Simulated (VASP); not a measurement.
Data:

```
CELL_PARAMETERS angstrom
      3.73901     0.00000     0.00000
     -1.86951     3.23808     0.00000
      0.00000     0.00000     6.12261
ATOMIC_POSITIONS crystal
  Zr 0.00000 0.00000 0.00000
  Se 0.33333 0.66667 0.25870
  Se 0.66667 0.33333 0.74130
```

These are PBEsol GGA, VASP's PBE PAW potentials (set 64) (plane waves; VASP) values and carry that method's errors. Run with 400 eV cut-off, 16×16×8 Γ-centred mesh, Gaussian smearing of 0.010 eV, potentials Zr_sv Se.

Without a dispersion term in the relaxation, distances and binding between the weakly bound layers, chains or molecules are unreliable, and so is what depends on them.

### Question
Give the direction-averaged independent-particle dielectric function (no local fields, no excitons; a broadening of 0.1 eV leaves a tail below the gap, and fine structure carries the noise of the k-mesh).

### Answer

| ħω (eV) | ε₁ | ε₂ |
|---|---|---|
| 0.00 | 16.75 | 0.00 |
| 0.30 | 17.15 | 0.28 |
| 0.60 | 18.58 | 0.77 |
| 1.00 | 24.16 | 4.96 |
| 1.30 | 21.85 | 14.92 |
| 1.70 | 10.90 | 20.86 |
| 2.00 | 1.79 | 16.12 |
| 2.40 | -0.03 | 7.89 |
| 2.70 | 2.85 | 5.03 |
| 3.10 | 5.78 | 4.74 |
| 3.40 | 6.41 | 5.23 |
| 3.80 | 7.54 | 6.26 |
| 4.10 | 7.70 | 8.26 |
| 4.50 | 5.49 | 9.90 |
| 4.80 | 4.30 | 10.18 |
| 5.20 | 2.79 | 10.05 |
| 5.50 | 0.08 | 10.64 |
| 5.90 | -1.37 | 7.80 |
| 6.20 | -0.57 | 6.54 |
| 6.60 | -0.87 | 5.89 |
| 6.90 | -0.65 | 5.43 |
| 7.30 | -0.42 | 5.46 |
| 7.60 | -1.00 | 5.30 |
| 8.00 | -0.56 | 4.32 |
ε₂ peaks at 1.7 eV (height 20.9), 5.4 eV (height 11.1); ε₁(0) averages 16.75, so the electronic refractive index below the gap tends to √16.75 = 4.09.

The structure comes from a measured ZrSe2 entry (P-3m1) of the Crystallography Open Database, whose conditions weren't checked. It was relaxed first.
